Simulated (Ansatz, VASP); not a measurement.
# Cross-check of Co between VASP and Ansatz

Wanted: the spread between two codes on one cell, functional and k mesh. The cell is taken from a series of runs on this material, whose earlier steps may have relaxed, scaled, displaced or heated it; both programs get it as it stands.

Program: Ansatz 0.2.0. Level of theory: plane waves, with VASP 6.6.1 beside it; single point at r2SCAN. Results are calculated unless marked as measured.

## (1) The starting structure

It takes space group P6_3/mmc (No. 194, hexagonal). The conventional cell has a = 2.293 Å, b = 2.293 Å, c = 7.508 Å, α = 90.00°, β = 90.00°, γ = 120.00°. Nearest to Co lie 12 Co at 2.29 to 2.30 Å. Nearest to Co lie 12 Co at 2.29 to 2.30 Å.

## (2) Ansatz: single point, r2SCAN, pair 1

Ansatz runs on its default PAW (the set named soft_2) files.

A single point gives forces, pressure and levels at one fixed geometry, so differences don't come from the geometry; what else differs is listed under the comparison.

The input, input.yaml:

```yaml
crystal:
  lattice:
    - [2.29346639, 0.0, 0.0]
    - [-1.1467332, 1.98620016, 0.0]
    - [0.0, 0.0, 7.50845114]
  atoms:
    - { symbol: Co, position: [0.0, 0.0, 0.0], spin: 2.0 }
    - { symbol: Co, position: [0.33333333, 0.66666667, 0.25], spin: 2.0 }
    - { symbol: Co, position: [0.0, 0.0, 0.5], spin: 2.0 }
    - { symbol: Co, position: [0.66666667, 0.33333333, 0.75], spin: 2.0 }
magnetization:
  spin_polarized: true
kpoints:
  mp_grid: { grid: [19, 19, 5] }
hamiltonian:
  xc: r2scan
scf:
  occupations: { method: fermi_dirac, width: 0.1 }
  max_iter: 120
  convergence: { dr2_threshold: 1.0e-08 }
basis:
  ecutwfc: 500.0
output:
  stress: true
```

The run is started by

```
> ansatz run input.yaml --threads 1 --pin off --max-ram 2048MiB --backend cpu --events-out ev --progress --plain --runs-dir out
```

Numbers of over 12 decimals in the logs are rounded to 6 here.

The log of the run:

```text
Warning: output.stress: scf.convergence.dr2_threshold = 1e-8 eV is looser than the 4e-10 eV advised for a printed stress (1e-10 eV for each atom of the cell: 4). What an SCF threshold leaves in a stress goes as its square root, and in the free energy as the threshold itself, and one threshold admits the most on a small cell: [figures from the program's tests cut] Set scf.convergence.dr2_threshold to 4e-10 eV or tighter. The threshold is an SCF's pass mark: one that does not reach it within its budget of iterations ends unconverged, or closes short of it on a stop that the run arms, and scf.convergence.dr2_threshold's page says what that costs each kind of run
Engine: ansatz 0.2.0, aarch64-unknown-linux-gnu
Pseudopotentials: kind: paw
Pseudopotential: Co, paw, valence charge 17, recommended cutoff 500 eV (meta_gga), Co.paw.azcp
Functional definition: r2SCAN
  parameter k0 = 0.174
  parameter k1 = 0.065
  parameter a1 = 4.9479
  exchange = r2scan_x(k0 = k0, k1 = k1, a1 = a1)
  correlation = r2scan_c
Crystal: 4 atoms, lattice volume = 34.203 Å³
Basis set: ecut = 500 eV, 873 PW (Γ), exchange–correlation on 72×72×240 points (64 copies of the dense FFT grid, shifted against one another)
Bands: 46, of which v1, the nominal top of the filled ones, is band 34 counted from 1 (33 counted from 0)
Symmetry: 24 space group operations
Space group: P63/mmc (ITA 194), of the structure as read, at distance tolerance 3.2e-5 Å
Magnetic group: BNS 194.263 (UNI 1493), of the structure as read, at distance tolerance 3.2e-5 Å
k-points: 120 of 1805
Non-local potential: Co, projectors of the file, l = 0: 3, l = 1: 2, l = 2: 3, l = 3: 1
PAW form: soft (Blöchl's): semilocal exchange-correlation on the pseudo side does not see the compensation charge
PAW frozen core: Co, regenerated for the run's functional (the file was generated under x = pbe(κ = 0.804, μ = 0.219515), c = pbe(β = 0.066725))
PAW one-centre angular grid: Co, 590 points (default); XC on 160 Gauss nodes
Initial density: superposition of atomic densities (chi_scale 0.1, normalization cell)
Starting moments: Σ|m| = 8 μB on 4 of 4 sites
Initial wavefunctions: pseudopotential atomic-orbital guess
Functional: x = r2scan, c = r2scan; τ floored in thin density (d = 2e-4 eV/Å³)
SCF iter   1: F=—  HF=-20519.676251 eV  |F-HF|=—  |Δ(HF+E_count)|=         —  Δρ=1.18e-1 (↑5.70e-2 ↓1.18e-1)  dr2=5.85e0  dr2_τ=5.38e-2  dr2_m=3.62e-1  M=7.124 μB ∫|m|=7.423 μB  β_m=1.00  ethr=3.10e-3  ⟨swp⟩=5.9  Hψ=37645  notcnv=0  defer=52
Mixer restart at iter 1: flushing history
preconditioner: auto → none  [metal: Δε(μ)=0.008 eV  Ē_g=11.927 eV  σ=0.100 eV  W_gap=0.02  n_scr=6 (ndim 8)  ℏωp=38.1 eV  f_vac=0.000  D(μ)=2.15/eV (n_scr^D=26)  sad-step TF]
SCF iter   2: F=—  HF=-20519.119754 eV  |F-HF|=—  |Δ(HF+E_count)|=   5.56e-1  Δρ=3.30e-2 (↑1.46e-2 ↓3.30e-2)  dr2=4.71e-1  dr2_τ=5.54e-2  dr2_m=5.06e-2  M=6.989 μB ∫|m|=7.664 μB  β_m=1.00  ethr=3.10e-3  ⟨swp⟩=2.9  Hψ=19662  notcnv=0  defer=604  κ⁻¹=1.0e0(r=1)
SCF iter   3: F=—  HF=-20521.560521 eV  |F-HF|=—  |Δ(HF+E_count)|=    2.44e0  Δρ=1.35e-2 (↑1.04e-2 ↓1.35e-2)  dr2=4.16e-2  dr2_τ=2.76e-3  dr2_m=2.11e-3  M=6.858 μB ∫|m|=7.717 μB  β_m=1.00  ethr=6.92e-4  ⟨swp⟩=2.3  Hψ=16456  notcnv=0  defer=607  κ⁻¹=4.1e-2(r=2)
SCF iter   4: F=—  HF=-20522.669762 eV  |F-HF|=—  |Δ(HF+E_count)|=         —  Δρ=1.71e-2 (↑6.41e-3 ↓1.71e-2)  dr2=4.53e-2  dr2_τ=1.52e-3  dr2_m=1.59e-2  M=6.693 μB ∫|m|=7.557 μB  β_m=1.00  ethr=6.11e-5  ⟨swp⟩=2.0  Hψ=18343  notcnv=0  defer=602
Mixer restart at iter 4: flushing history
SCF iter   5: F=—  HF=-20523.401427 eV  |F-HF|=—  |Δ(HF+E_count)|=   7.32e-1  Δρ=1.11e-2 (↑5.53e-3 ↓1.11e-2)  dr2=3.28e-2  dr2_τ=1.16e-3  dr2_m=3.13e-3  M=6.624 μB ∫|m|=7.494 μB  β_m=1.00  ethr=6.11e-5  ⟨swp⟩=2.0  Hψ=19639  notcnv=0  defer=602  κ⁻¹=1.0e0(r=1)
SCF iter   6: F=—  HF=-20524.151276 eV  |F-HF|=—  |Δ(HF+E_count)|=   7.50e-1  Δρ=6.46e-3 (↑4.16e-3 ↓6.46e-3)  dr2=2.16e-2  dr2_τ=2.28e-4  dr2_m=4.69e-4  M=6.526 μB ∫|m|=7.398 μB  β_m=1.00  ethr=4.83e-5  ⟨swp⟩=2.0  Hψ=21588  notcnv=0  defer=602  κ⁻¹=7.7e-2(r=2)
SCF iter   7: F=—  HF=-20524.381160 eV  |F-HF|=—  |Δ(HF+E_count)|=   2.30e-1  Δρ=3.05e-3 (↑2.37e-3 ↓3.05e-3)  dr2=6.67e-3  dr2_τ=8.81e-5  dr2_m=9.84e-5  M=6.444 μB ∫|m|=7.309 μB  β_m=1.00  ethr=3.18e-5  ⟨swp⟩=2.0  Hψ=22371  notcnv=0  defer=626  κ⁻¹=4.2e-2(r=3)
SCF iter   8: F=—  HF=-20524.378928 eV  |F-HF|=—  |Δ(HF+E_count)|=   2.23e-3  Δρ=1.52e-3 (↑7.37e-4 ↓1.52e-3)  dr2=1.17e-3  dr2_τ=5.71e-6  dr2_m=7.65e-5  M=6.437 μB ∫|m|=7.293 μB  β_m=1.00  ethr=9.81e-6  ⟨swp⟩=2.4  Hψ=17709  notcnv=0  defer=625  κ⁻¹=3.4e-2(r=4)
[...]
SCF iter  10: F=—  HF=-20524.379495 eV  |F-HF|=—  |Δ(HF+E_count)|=   6.49e-4  Δρ=2.05e-4 (↑1.61e-4 ↓2.05e-4)  dr2=5.39e-6  dr2_τ=3.00e-7  dr2_m=2.78e-6  M=6.433 μB ∫|m|=7.285 μB  β_m=1.00  ethr=1.42e-7  ⟨swp⟩=2.0  Hψ=15859  notcnv=0  defer=625  κ⁻¹=1.2e-4(r=6)
SCF iter  11: F=—  HF=-20524.379695 eV  |F-HF|=—  |Δ(HF+E_count)|=   2.00e-4  Δρ=1.67e-4 (↑9.53e-5 ↓1.67e-4)  dr2=3.82e-6  dr2_τ=9.51e-8  dr2_m=1.51e-6  M=6.432 μB ∫|m|=7.283 μB  β_m=1.00  ethr=7.93e-9  ⟨swp⟩=2.0  Hψ=19286  notcnv=0  defer=625  κ⁻¹=5.1e-5(r=7)
SCF iter  12: F=—  HF=-20524.379897 eV  |F-HF|=—  |Δ(HF+E_count)|=   2.01e-4  Δρ=4.99e-5 (↑3.43e-5 ↓4.99e-5)  dr2=4.24e-7  dr2_τ=1.40e-8  dr2_m=5.38e-8  M=6.428 μB ∫|m|=7.277 μB  β_m=1.00  ethr=5.62e-9  ⟨swp⟩=2.6  Hψ=21234  notcnv=0  defer=625  κ⁻¹=5.7e-6(r=8)
SCF iter  13: F=—  HF=-20524.379888 eV  |F-HF|=—  |Δ(HF+E_count)|=   8.47e-6  Δρ=3.25e-5 (↑1.46e-5 ↓3.25e-5)  dr2=2.09e-7  dr2_τ=7.83e-9  dr2_m=8.26e-8  M=6.428 μB ∫|m|=7.276 μB  β_m=1.00  ethr=6.24e-10  ⟨swp⟩=2.3  Hψ=20356  notcnv=0  defer=625  κ⁻¹=2.3e-6(r=8)
SCF iter  14: F=—  HF=-20524.379899 eV  |F-HF|=—  |Δ(HF+E_count)|=   1.14e-5  Δρ=1.49e-5 (↑1.22e-5 ↓1.49e-5)  dr2=1.95e-8  dr2_τ=1.59e-9  dr2_m=3.55e-8  M=6.428 μB ∫|m|=7.277 μB  β_m=1.00  ethr=3.07e-10  ⟨swp⟩=2.0  Hψ=19564  notcnv=0  defer=625  κ⁻¹=1.0e-6(r=8)
SCF iter  15: F=—  HF=-20524.379902 eV  |F-HF|=—  |Δ(HF+E_count)|=   2.97e-6  Δρ=1.01e-5 (↑3.24e-6 ↓1.01e-5)  dr2=1.83e-8  dr2_τ=1.98e-10  dr2_m=7.35e-9  M=6.429 μB ∫|m|=7.277 μB  β_m=1.00  ethr=2.87e-11  ⟨swp⟩=2.6  Hψ=21205  notcnv=0  defer=625  κ⁻¹=9.5e-7(r=8)
SCF iter  16: F=—  HF=-20524.379904 eV  |F-HF|=—  |Δ(HF+E_count)|=   1.11e-6  Δρ=3.26e-6 (↑2.62e-6 ↓3.26e-6)  dr2=9.44e-10  dr2_τ=1.21e-10  dr2_m=1.55e-9  M=6.429 μB ∫|m|=7.277 μB  β_m=1.00  ethr=2.70e-11  ⟨swp⟩=2.2  Hψ=19881  notcnv=0  defer=625  κ⁻¹=5.1e-7(r=8)
SCF iter  17: F=—  HF=-20524.379904 eV  |F-HF|=—  |Δ(HF+E_count)|=   3.12e-8  Δρ=1.54e-6 (↑1.54e-6 ↓1.50e-6)  dr2=1.15e-9  dr2_τ=8.61e-11  dr2_m=3.28e-11  M=6.429 μB ∫|m|=7.278 μB  β_m=1.00  ethr=1.39e-12  ⟨swp⟩=3.0  Hψ=22623  notcnv=0  defer=625  κ⁻¹=1.9e-6(r=8)
SCF iter  18: F=—  HF=-20524.379904 eV  |F-HF|=—  |Δ(HF+E_count)|=   4.59e-8  Δρ=6.61e-7 (↑4.44e-7 ↓6.61e-7)  dr2=4.41e-11  dr2_τ=6.09e-12  dr2_m=5.18e-11  M=6.429 μB ∫|m|=7.278 μB  β_m=1.00  ethr=1.39e-12  ⟨swp⟩=2.5  Hψ=20276  notcnv=0  defer=625  κ⁻¹=1.2e-5(r=8)
SCF iter  19: F=-20524.379904 eV  HF=-20524.379904 eV  |F-HF|=5.09e-11  |Δ(HF+E_count)|=   1.32e-9  Δρ=3.11e-7 (↑1.64e-7 ↓3.11e-7)  dr2=4.59e-11  dr2_τ=2.49e-13  dr2_m=4.01e-12  M=6.429 μB ∫|m|=7.278 μB  ethr=1.00e-12  ⟨swp⟩=1.5  Hψ=31584  notcnv=0
SCF 1 converged in 19 iterations: F = -20524.379904 eV  dr2 = 4.59e-11
  greatest PAW one-centre occupation: 1.004 electrons in one spin orbital (limit 2), on the Co atom at site 2 (counted from 0), in its partial waves of l = 1
this state was not tested for a lower state beside it, because the mixer in use, unlike msr1, does not test its closes by its own steps (another_mixer; see scf.mixing.algorithm and scf.lower_state_search)
SCF converged after 19 iterations
Magnetization: 6.4291 μB (37.2145 up, 30.7855 down)
Absolute magnetization: 7.2871 μB (∫|ρ↑−ρ↓|, with the PAW one-centre terms)
Spin contamination: 0.1572 ħ² per cell (⟨S²⟩ above its minimum at these occupations)
Per-site moments (μB) at R_I (Å): [(1.690459, 0.946055), (1.718668, 0.946055), (1.690459, 0.946055), (1.718668, 0.946055)]
Free energy (F): -20524.379904 eV
Harris-Foulkes:  -20524.379904 eV  (|F-HF|=5.09e-11)
Internal energy: -20524.296448 eV  (E = F + TS)
E sigma→0 (E₀):  -20524.338176 eV
Entropy (-TS):   -0.083455 eV (-20.864 meV/atom)
Fermi energy:    24.804821 eV
--- Per-component energies (eV) ---
  E_band       = -692.918897
  E_kinetic    = 1852.128925
  E_local      = -9958.759160  (includes V_loc(G=0)·N_el)
  E_nonlocal   = 1832.823965
  E_hartree    = 4253.974545
  E_xc         = -642.082242
  E_vxc        = -937.160085  (∫ρ·V_xc dr)
  E_paw        = -6105.678426  (= ΣΔE_a)
  E_vpaw       = -2049.968782  (= ΣTr[D̂ρ^β])
  E_aug_tail   = 0.000149  (compensation charges beyond the density's cutoff)
  E_vtau       = 60.067417  (kinetic-family band-sum trace: ∫τ·v_τ [+ j·A + Jᵃ·Aᵃ] dr)
  E_ewald      = -11755.523379
  E_core_change = -1.180825  (= ΣΔE_core)
  E_smearing   = -0.083455  (= −TS)
  E_closure    = 0.000000  (closes the sum)
  Σ components = -20524.379904   (vs F -20524.379904, Δ=0.00e0)
--- Stress (GPa, compression-positive) ---
       85.996169      -0.000000       0.000000
       -0.000000      85.996169       0.000000
        0.000000       0.000000      80.725510
  P = ⅓ Tr σ = 84.2393 GPa (842.393 kbar)
```

In the SCF lines HF is the Harris–Foulkes energy and dr2 the Hartree energy of the density residual, in eV; the loop may stop once dr2 is under the threshold and the program's other checks hold. Hψ counts applications of the Hamiltonian.

The run ends at a pressure of 84.24 GPa.

## (3) VASP: single point, r2SCAN, pair 1

The same cell, functional, mesh and smearing now go to VASP, with its own data sets.

Lines of VASP's logs that name or quote its potential files are left out, and so is its time.

The input, INCAR:

```
SYSTEM = Co
PREC = Accurate
ENCUT = 660
EDIFF = 1E-06
NELM = 200
ISMEAR = -1
SIGMA = 0.1
LREAL = .FALSE.
ALGO = Normal
METAGGA = R2SCAN
LASPH = .TRUE.
NBANDS = 30
ISPIN = 2
MAGMOM = 1.69 1.72 1.69 1.72
LMAXMIX = 4
LORBIT = 11
LWAVE = .FALSE.
LCHARG = .FALSE.
ISIF = 2
GGA_COMPAT = .FALSE.
LMIXTAU = .TRUE.
KPAR = 2
```

The input, POSCAR:

```
Co
1.0
    2.2934663900      0.0000000000      0.0000000000
   -1.1467332000      1.9862001600      0.0000000000
    0.0000000000      0.0000000000      7.5084511400
Co
4
Direct
    0.0000000000      0.0000000000      0.0000000000
    0.3333333300      0.6666666700      0.2500000000
    0.0000000000      0.0000000000      0.5000000000
    0.6666666700      0.3333333300      0.7500000000
```

The input, KPOINTS:

```
Automatic mesh
0
Gamma
19 19 5
0 0 0
```

Potentials, in the order of the species: Co (PBE family, release 64).

The run is started by

```
> mpirun -np 2 vasp_std
```

The log of the run:

```text
[banner, memory and clock lines left out]
running    2 mpi-ranks, on    1 nodes
 distrk:  each k-point on    1 cores,    2 groups
 distr:  one band on    1 cores,    1 groups

 POSCAR found type information on POSCAR Co
 POSCAR found :  1 types and       4 ions
|                                                                             |
|               ----> ADVICE to this user running VASP <----                  |
|                                                                             |
|     You enforced a specific xc type in the INCAR file but a different       |
|     [... a line on the potential file left out ...]
|     I HOPE YOU KNOW WHAT YOU ARE DOING!                                     |
|                                                                             |

 LDA part: xc-table for (None), standard interpolation
 POSCAR, INCAR and KPOINTS ok, starting setup
 FFT: planning ... GRIDC
 FFT: planning ... GRID_SOFT
 FFT: planning ... GRID
 WAVECAR not read
 entering main loop
       N       E                     dE             d eps       ncg     rms          rms(c)
DAV:   1     0.249968065167E+03    0.24997E+03   -0.18376E+04 14968   0.209E+03
DAV:   2    -0.392619443929E+02   -0.28923E+03   -0.26754E+03 14400   0.360E+02
DAV:   3    -0.597316044829E+02   -0.20470E+02   -0.19398E+02 15672   0.127E+02
DAV:   4    -0.601564131886E+02   -0.42481E+00   -0.42405E+00 17426   0.178E+01
DAV:   5    -0.601772884437E+02   -0.20875E-01   -0.20873E-01 21060   0.315E+00    0.326E+01
DAV:   6    -0.525308260701E+02    0.76465E+01   -0.26865E+01 16104   0.842E+01    0.105E+01
DAV:   7    -0.514606523264E+02    0.10702E+01   -0.43044E+00 17008   0.392E+01    0.124E+01
DAV:   8    -0.516568333725E+02   -0.19618E+00   -0.49342E+00 17930   0.494E+01    0.114E+01
DAV:   9    -0.511584135245E+02    0.49842E+00   -0.18076E+00 19324   0.310E+01    0.395E+00
DAV:  10    -0.510887992302E+02    0.69614E-01   -0.18405E-01 21934   0.707E+00    0.917E-01
DAV:  11    -0.511052059477E+02   -0.16407E-01   -0.18550E-02 16346   0.147E+00    0.491E-01
DAV:  12    -0.511122408433E+02   -0.70349E-02   -0.48661E-03 19816   0.928E-01    0.221E-01
DAV:  13    -0.511125087696E+02   -0.26793E-03   -0.97494E-04 16560   0.303E-01    0.123E-01
DAV:  14    -0.511125904952E+02   -0.81726E-04   -0.20026E-04 24164   0.282E-01    0.643E-02
DAV:  15    -0.511126746135E+02   -0.84118E-04   -0.11430E-04 20448   0.185E-01    0.173E-02
DAV:  16    -0.511126860044E+02   -0.11391E-04   -0.16723E-05 15732   0.450E-02    0.999E-03
DAV:  17    -0.511126856490E+02    0.35542E-06   -0.20722E-06 11136   0.261E-02
   1 F= -.51112686E+02 E0= -.51070317E+02  d E =-.847377E-01  mag=     6.4201
```

Parts of OUTCAR (step 3):

```text
ion  position               nearest neighbor table
   1  0.000  0.000  0.000-   2 2.30   4 2.30   4 2.30   2 2.30   4 2.30   2 2.30
   2  0.333  0.667  0.250-   1 2.30   3 2.30   1 2.30   3 2.30   1 2.30   3 2.30
   3  0.000  0.000  0.500-   2 2.30   4 2.30   4 2.30   2 2.30   4 2.30   2 2.30
   4  0.667  0.333  0.750-   1 2.30   3 2.30   1 2.30   3 2.30   1 2.30   3 2.30

  LATTYP: Found a hexagonal cell.
 ALAT       =     2.2934663900
 C/A-ratio  =     3.2738439825

 Subroutine GETGRP returns: Found 24 space group operations
 (whereof 12 operations were pure point group operations)

The static configuration has the point symmetry D_3d.
 The point group associated with its full space group is D_6h.

 Found    120 irreducible k-points:

   k-points           NKPTS =    120   k-points in BZ     NKDIM =    120   number of bands    NBANDS=     30

   dimension x,y,z NGX =    20 NGY =   20 NGZ =   64
   dimension x,y,z NGXF=    40 NGYF=   40 NGZF=  128

   ENCUT  =  660.0 eV  48.51 Ry    6.96 a.u.   4.80  4.80 15.73*2*pi/ulx,y,z

   NELECT =      36.0000    total number of electrons

 k-points in reciprocal lattice and weights: Automatic mesh
   0.00000000  0.00000000  0.00000000       0.001
   0.05263158  0.00000000  0.00000000       0.003
   0.10526316  0.00000000  0.00000000       0.003
   0.15789474  0.00000000  0.00000000       0.003
   0.21052632 -0.00000000  0.00000000       0.003
   0.26315789  0.00000000  0.00000000       0.003
   0.31578947 -0.00000000  0.00000000       0.003
   0.36842105 -0.00000000  0.00000000       0.003
   0.42105263 -0.00000000  0.00000000       0.003
[...]
0.36842105  0.26315789  0.40000000       0.007
   0.31578947  0.31578947  0.40000000       0.007

 average (electrostatic) potential at core
       1 -79.5574       2 -79.5886       3 -79.5574       4 -79.5886

 E-fermi :  14.2124

 spin component 1
 k-point     1 :       0.0000    0.0000    0.0000
  band No.  band energies     occupation
    ...
     20      12.5620      1.00000
     21      12.5620      1.00000
     22      13.1197      0.99998
     23      13.1197      0.99998
     24      13.6427      0.99666
     25      22.6329      0.00000
     26      32.1073      0.00000
     27      32.1572      0.00000
     28      38.7969      0.00000
     29      39.3535      0.00000
    ...

 k-point     2 :       0.0526    0.0000    0.0000
  band No.  band energies     occupation
    ...
     19      12.1926      1.00000
     20      12.4102      1.00000
     21      12.5541      1.00000
     22      12.6184      1.00000
     23      13.1284      0.99998
     24      14.5239      0.04250
     25      22.6442      0.00000
     26      32.1869      0.00000
     27      32.2350      0.00000
     28      38.4109      0.00000
    ...

 k-point     3 :       0.1053    0.0000    0.0000
  band No.  band energies     occupation
    ...
     19      12.1634      1.00000
     20      12.5235      1.00000
     21      12.5342      1.00000
     22      12.7842      1.00000
     23      13.1528      0.99997
     24      15.7271      0.00000
     25      22.6821      0.00000
     26      32.4204      0.00000
     27      32.4636      0.00000
     28      36.9010      0.00000
    ...

 k-point     4 :       0.1579    0.0000    0.0000
  band No.  band energies     occupation
    ...
     19      12.2027      1.00000
     20      12.5151      1.00000
     21      12.8643      1.00000
     22      13.0402      0.99999
     23      13.1878      0.99996
     24      17.0319      0.00000
     25      22.7572      0.00000
     26      32.7834      0.00000
     27      32.8162      0.00000
     28      34.4621      0.00000
    ...

 k-point     5 :       0.2105   -0.0000    0.0000
  band No.  band energies     occupation
    ...
     19      12.2586      1.00000
     20      12.5221      1.00000
     21      13.2269      0.99995
     22      13.2311      0.99995
     23      13.3567      0.99981
     24      18.4177      0.00000
     25      22.8779      0.00000
     26      31.7817      0.00000
     27      33.0312      0.00000
     28      33.2195      0.00000
    ...

 k-point     6 :       0.2632    0.0000    0.0000
  band No.  band energies     occupation
    ...
     19      12.3796      1.00000
     20      12.5969      1.00000
     21      13.2660      0.99992
     22      13.6083      0.99763
     23      13.7184      0.99290
     24      19.8704      0.00000
     25      23.0202      0.00000
     26      29.2418      0.00000
     27      31.3692      0.00000
     28      31.6607      0.00000
    ...

  Total       18.2395765     18.2395766     17.1306203     -0.0000000      0.0000000      0.0000000
  in kB      854.3967386    854.3967416    802.4498872     -0.0000022      0.0000000      0.0000000
  external PRESSURE =     837.0811225 kB  Pullay stress =       0.0000000 kB

  energy-cutoff  :      660.00
  volume of cell :       34.20
      direct lattice vectors                 reciprocal lattice vectors
     2.293466390  0.000000000  0.000000000     0.436021214  0.251736966  0.000000000
    -1.146733200  1.986200160  0.000000000     0.000000000  0.503473930  0.000000000
     0.000000000  0.000000000  7.508451140     0.000000000  0.000000000  0.133183260

 POSITION                                       TOTAL-FORCE (eV/Angst)
 -----------------------------------------------------------------------------------
      0.00000      0.00000      0.00000         0.000000      0.000000     -0.000000
     -0.00000      1.32413      1.87711        -0.000000     -0.000000      0.000000
      0.00000      0.00000      3.75423        -0.000000      0.000000     -0.000000
      1.14673      0.66207      5.63134         0.000000      0.000000     -0.000000
 -----------------------------------------------------------------------------------
    total drift:                               -0.000000      0.000000      0.000000

  FREE ENERGIE OF THE ION-ELECTRON SYSTEM (eV)
  ---------------------------------------------------
  free  energy   TOTEN  =       -51.1126856490 eV

  energy  without entropy=      -51.0279479572  energy(sigma->0) =      -51.07031680

 total charge
# of ion       s       p       d       tot
------------------------------------------
    1        0.630   0.802   7.462   8.895
    2        0.629   0.807   7.451   8.887
    3        0.630   0.802   7.462   8.895
    4        0.629   0.807   7.451   8.887
--------------------------------------------------
tot          2.517   3.219  29.827  35.563

 magnetization (x)
# of ion       s       p       d       tot
------------------------------------------
    1       -0.013  -0.080   1.684   1.590
    2       -0.012  -0.083   1.711   1.616
    3       -0.013  -0.080   1.684   1.590
    4       -0.012  -0.083   1.711   1.616
--------------------------------------------------
tot         -0.052  -0.326   6.789   6.411

[... 6 further parts left out ...]
```

The magnetic state follows from one typed start and may not be the lowest. SCAN-type functionals tend to overstate the moments of itinerant magnets. The PAW data sets were made with PBE, which is usual practice but a small mismatch for other functionals.

(Part 1 of 2 ends here.)

[Lines on the potential files, build, host, timing and source positions are cut from VASP's logs without a mark.]

[Logs are printed without paths, hosts, clocks, repeated set-up lines and the standing remarks that a program may print on its own settings, such as how far it seeks lower states.]

[Hosts, paths, dates, database ids (printed as entryN), source tags and the programs' standing remarks are cut or masked in the printed files.]
